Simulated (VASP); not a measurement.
```yaml
crystal:
  lattice:
    - [1.28010, -2.21720, 0.00000]
    - [1.28010, 2.21720, 0.00000]
    - [0.00000, 0.00000, 4.15140]
  atoms:
    - { symbol: Co, position: [0.33333, 0.66667, 0.25000], spin: 1.8 }
    - { symbol: Co, position: [0.66667, 0.33333, 0.75000], spin: 1.8 }
```

Level of theory: PBE GGA, VASP's PBE PAW potentials (set 64) (plane waves; VASP). Settings: 400 eV cut-off, 20×20×11 Γ-centred mesh, first-order Methfessel-Paxton smearing of 0.10 eV, potentials Co.

Gaps are read on the run's mesh, which can miss a band edge.

Predict the cell moment, energy per atom (σ→0), pressure, band gap (on the k-mesh) with the smallest direct gap where there is one.

The band gap (on the k-mesh) is none (metal, semimetal or under 0.01 eV), the cell moment is 3.25 μB and the energy per atom (σ→0) is -6.988 eV/atom. The pressure is -15.71 GPa.

Give the moment on each site (PAW-sphere projection).

```tsv
site	moment (μB)
Co1	1.67
Co2	1.67
```

The absolute energy has meaning only against runs of the same code, potentials and settings.

The compound is Co in the hcp structure. The cell was not relaxed at this level. The run is one of a series of settings (KPOINTS 20×20×11 Γ-centred mesh against the base run), some of them coarse on purpose.
